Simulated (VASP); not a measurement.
Calculation: PBE GGA, VASP's PBE PAW potentials (set 64) (plane waves; VASP 6.6.1).

Input for VASP

### KPOINTS
```
Automatic
0
G
7 7 7
```

INCAR:
```
SYSTEM = MnSi
PREC = Accurate
ENCUT = 500
EDIFF = 1E-6
NELM = 100
ALGO = Normal
LREAL = .FALSE.
LASPH = .TRUE.
ISMEAR = 1
SIGMA = 0.1
GGA = PE
LMAXMIX = 4
ISPIN = 2
MAGMOM = 1.1 1.1 1.1 1.1 -0.0 -0.0 -0.0 -0.0
LORBIT = 10
LWAVE = .FALSE.
LCHARG = .FALSE.
IBRION = 2
ISIF = 3
NSW = 40
EDIFFG = -0.02
PSTRESS = 100
```

**POSCAR**
```
MnSi
1.0
  4.4521547189   0.0000000000   0.0000000000
  0.0000000000   4.4521547189   0.0000000000
  0.0000000000   0.0000000000   4.4521547189
Mn Si
4 4
Cart
  3.8393031006   2.8389289777   1.6132257412
  1.6132257412   3.8393031006   2.8389289777
  0.6128516183   0.6128516183   0.6128516183
  2.8389289777   1.6132257412   3.8393031006
  0.6873557157   1.5387216437   2.9134330752
  2.9134330752   0.6873557157   1.5387216437
  3.7647990032   3.7647990032   3.7647990032
  1.5387216437   2.9134330752   0.6873557157
```

POTCAR, in this order: Mn_pv Si (PBE.64 set). Program: vasp_std.

Output of the run:

File OUTCAR:
```
 ion  position               nearest neighbor table
   1  0.862  0.638  0.362-   5 2.25   6 2.34   7 2.34   8 2.34   6 2.48   7 2.48   8 2.48   2 2.73
                             4 2.73   3 2.73   3 2.73   2 2.73   4 2.73
   2  0.362  0.862  0.638-   6 2.25   5 2.34   7 2.34   8 2.34   8 2.48   5 2.48   7 2.48   1 2.73
                             3 2.73   4 2.73   3 2.73   1 2.73   4 2.73
   3  0.138  0.138  0.138-   7 2.25   6 2.34   5 2.34   8 2.34   8 2.48   5 2.48   6 2.48   2 2.73
                             4 2.73   1 2.73   2 2.73   1 2.73   4 2.73
   4  0.638  0.362  0.862-   8 2.25   6 2.34   7 2.34   5 2.34   5 2.48   6 2.48   7 2.48   1 2.73
                             1 2.73   2 2.73   2 2.73   3 2.73   3 2.73
   5  0.154  0.346  0.654-   1 2.25   2 2.34   3 2.34   4 2.34   2 2.48   3 2.48   4 2.48   8 2.75
                             6 2.75   8 2.75   7 2.75   7 2.75   6 2.75
   6  0.654  0.154  0.346-   2 2.25   1 2.34   3 2.34   4 2.34   4 2.48   1 2.48   3 2.48   8 2.75
                             7 2.75   5 2.75   8 2.75   7 2.75   5 2.75
   7  0.846  0.846  0.846-   3 2.25   2 2.34   1 2.34   4 2.34   4 2.48   1 2.48   2 2.48   5 2.75
                             6 2.75   8 2.75   6 2.75   5 2.75   8 2.75
   8  0.346  0.654  0.154-   4 2.25   2 2.34   3 2.34   1 2.34   1 2.48   2 2.48   3 2.48   7 2.75
                             5 2.75   5 2.75   6 2.75   6 2.75   7 2.75
  LATTYP: Found a simple cubic cell.
 ALAT       =     4.4521547189
 Subroutine PRICEL returns:
 Original cell was already a primitive cell.
 Subroutine GETGRP returns: Found 12 space group operations
The static configuration has the point symmetry C_3 .
 The point group associated with its full space group is T   .
The dynamic configuration has the point symmetry C_3 .
The overall configuration has the point symmetry C_3 .
 Subroutine INISYM returns: Found 12 space group operations
 Subroutine IBZKPT returns following result:
 Found     24 irreducible k-points:

 Following reciprocal coordinates:
            Coordinates               Weight
  0.000000  0.000000  0.000000      1.000000
  0.142857  0.000000  0.000000      6.000000
  0.285714  0.000000  0.000000      6.000000
  0.428571  0.000000  0.000000      6.000000
  0.142857  0.142857  0.000000     12.000000
  0.285714  0.142857  0.000000     12.000000
 -0.142857  0.285714  0.000000     12.000000
  0.428571  0.142857  0.000000     12.000000
 -0.142857  0.428571  0.000000     12.000000
  0.285714  0.285714  0.000000     12.000000
  0.428571  0.285714  0.000000     12.000000
 -0.285714  0.428571  0.000000     12.000000
  0.428571  0.428571  0.000000     12.000000
  0.142857  0.142857  0.142857      8.000000
  0.285714  0.142857  0.142857     24.000000
  0.428571  0.142857  0.142857     24.000000
  0.285714  0.285714  0.142857     24.000000
  0.428571  0.285714  0.142857     24.000000
 -0.285714  0.428571  0.142857     24.000000
  0.428571  0.428571  0.142857     24.000000
  0.285714  0.285714  0.285714      8.000000
  0.428571  0.285714  0.285714     24.000000
  0.428571  0.428571  0.285714     24.000000
  0.428571  0.428571  0.428571      8.000000
   k-points           NKPTS =     24   k-points in BZ     NKDIM =     24   number of bands    NBANDS=     42
   number of dos      NEDOS =    301   number of ions     NIONS =      8
   total plane-waves  NPLWV =  32768
   dimension x,y,z NGX =    32 NGY =   32 NGZ =   32
   dimension x,y,z NGXF=    64 NGYF=   64 NGZF=   64
   ions per type =               4   4
   PREC   = accura    normal or accurate (medium, high low for compatibility)
   ISTART =      0    job   : 0-new  1-cont  2-samecut
   ICHARG =      2    charge: 1-file 2-atom 10-const
   ISPIN  =      2    spin polarized calculation?
   LNONCOLLINEAR =      F non collinear calculations
   LSORBIT =      F    spin-orbit coupling
   INIWAV =      1    electr: 0-lowe 1-rand  2-diag
   ENCUT  =  500.0 eV  36.75 Ry    6.06 a.u.   8.12  8.12  8.12*2*pi/ulx,y,z
   NELM   =    100;   NELMIN=  2; NELMDL= -5     # of ELM steps
   EDIFF  = 0.1E-05   stopping-criterion for ELM
   LREAL  =      F    real-space projection
   NLSPLINE    = F    spline interpolate recip. space projectors
   LMAXMIX     =    4 max onsite mixed and CHGCAR
...
```

File OSZICAR:
```
       N       E                     dE             d eps       ncg     rms          rms(c)
DAV:   1     0.799159827670E+03    0.79916E+03   -0.35737E+04  4048   0.188E+03
DAV:   2    -0.133980350728E+01   -0.80050E+03   -0.77746E+03  4032   0.558E+02
DAV:   3    -0.680978286417E+02   -0.66758E+02   -0.64361E+02  4798   0.163E+02
DAV:   4    -0.701110976363E+02   -0.20133E+01   -0.19909E+01  4864   0.282E+01
DAV:   5    -0.701498580420E+02   -0.38760E-01   -0.38685E-01  4784   0.435E+00    0.370E+01
DAV:   6    -0.708518608536E+02   -0.70200E+00   -0.20859E+02  5040   0.986E+01    0.284E+01
DAV:   7    -0.613626707373E+02    0.94892E+01   -0.75967E+01  4486   0.615E+01    0.889E+00
DAV:   8    -0.613374270358E+02    0.25244E-01   -0.31106E+00  4248   0.889E+00    0.291E+00
DAV:   9    -0.612986127220E+02    0.38814E-01   -0.28776E-01  5002   0.346E+00    0.136E+00
DAV:  10    -0.613037585640E+02   -0.51458E-02   -0.22752E-02  5164   0.943E-01    0.736E-01
DAV:  11    -0.613056391499E+02   -0.18806E-02   -0.15389E-02  5134   0.643E-01    0.217E-01
DAV:  12    -0.613057143326E+02   -0.75183E-04   -0.11300E-03  4572   0.241E-01    0.127E-01
DAV:  13    -0.613057447457E+02   -0.30413E-04   -0.75344E-05  4732   0.722E-02    0.585E-02
DAV:  14    -0.613057508097E+02   -0.60639E-05   -0.15392E-05  4410   0.251E-02    0.248E-02
DAV:  15    -0.613057504359E+02    0.37378E-06   -0.18536E-06  2358   0.115E-02
   1 F= -.55797671E+02 E0= -.55797344E+02  d E =-.557977E+02  mag=     3.8812
```

### OUTCAR
```
------------------------ aborting loop because EDIFF is reached ----------------------------------------
  FORCE on cell =-STRESS in cart. coord.  units (eV):
  Direction    XX          YY          ZZ          XY          YZ          ZX
  --------------------------------------------------------------------------------------
  Total        5.4743979      5.4743979      5.4743979     -0.0000000     -0.0000000      0.0000000
  in kB       99.3885141     99.3885141     99.3885141     -0.0000000     -0.0000000      0.0000000
  external PRESSURE =      -0.6114859 kB  Pullay stress =     100.0000000 kB
  volume of cell :       88.25
      direct lattice vectors                 reciprocal lattice vectors
     4.452154719  0.000000000  0.000000000     0.224610343  0.000000000  0.000000000
     0.000000000  4.452154719  0.000000000     0.000000000  0.224610343  0.000000000
     0.000000000  0.000000000  4.452154719     0.000000000  0.000000000  0.224610343
 POSITION                                       TOTAL-FORCE (eV/Angst)
 -----------------------------------------------------------------------------------
      3.83930      2.83893      1.61323        -0.010956      0.010956     -0.010956
      1.61323      3.83930      2.83893        -0.010956     -0.010956      0.010956
      0.61285      0.61285      0.61285         0.010956      0.010956      0.010956
      2.83893      1.61323      3.83930         0.010956     -0.010956     -0.010956
      0.68736      1.53872      2.91343        -0.008352      0.008352     -0.008352
      2.91343      0.68736      1.53872        -0.008352     -0.008352      0.008352
      3.76480      3.76480      3.76480         0.008352      0.008352      0.008352
      1.53872      2.91343      0.68736         0.008352     -0.008352     -0.008352
 -----------------------------------------------------------------------------------
    total drift:                               -0.000002     -0.000003     -0.000000
  FREE ENERGIE OF THE ION-ELECTRON SYSTEM (eV)
  ---------------------------------------------------
  free  energy   TOTEN  =       -61.3057504359 eV

  energy  without entropy=      -61.3047676893  energy(sigma->0) =      -61.30542285
  enthalpy is  TOTEN    =       -55.7976714111 eV   P V=        5.5080790248

 total charge

# of ion       s       p       d       tot
------------------------------------------
    1        0.349   6.419   5.334  12.102
    2        0.349   6.419   5.334  12.102
    3        0.349   6.419   5.334  12.102
    4        0.349   6.419   5.334  12.102
    5        0.745   0.934   0.000   1.679
    6        0.745   0.934   0.000   1.679
    7        0.745   0.934   0.000   1.679
    8        0.745   0.934   0.000   1.679
--------------------------------------------------
tot          4.376  29.414  21.337  55.127

 magnetization (x)

# of ion       s       p       d       tot
------------------------------------------
    1        0.001   0.008   1.010   1.018
    2        0.001   0.008   1.010   1.018
    3        0.001   0.008   1.010   1.018
    4        0.001   0.008   1.010   1.018
    5       -0.012  -0.032   0.000  -0.044
    6       -0.012  -0.032   0.000  -0.044
    7       -0.012  -0.032   0.000  -0.044
    8       -0.012  -0.032   0.000  -0.044
--------------------------------------------------
tot         -0.045  -0.095   4.039   3.898

 reached required accuracy - stopping structural energy minimisation
```
(Selected blocks of OUTCAR.)

The moments were started parallel, and other spin orders were not tried in this run.

The compound is MnSi in the B20 structure. It was relaxed first under an external pressure of 10 GPa.
